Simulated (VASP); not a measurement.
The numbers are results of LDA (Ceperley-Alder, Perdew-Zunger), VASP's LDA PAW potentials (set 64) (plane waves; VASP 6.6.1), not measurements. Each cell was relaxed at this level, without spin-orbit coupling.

Which of these comes out without a gap?
A. PbTe, Fm-3m (225)
B. MgS, Fm-3m (225)
C. CdF2, Fm-3m (225)
D. CuAu, P4/mmm (123)

D, CuAu, P4/mmm (123). The others have gaps of 2.66 eV (MgS, Fm-3m (225)), 2.94 eV (CdF2, Fm-3m (225)), 0.56 eV (PbTe, Fm-3m (225)).
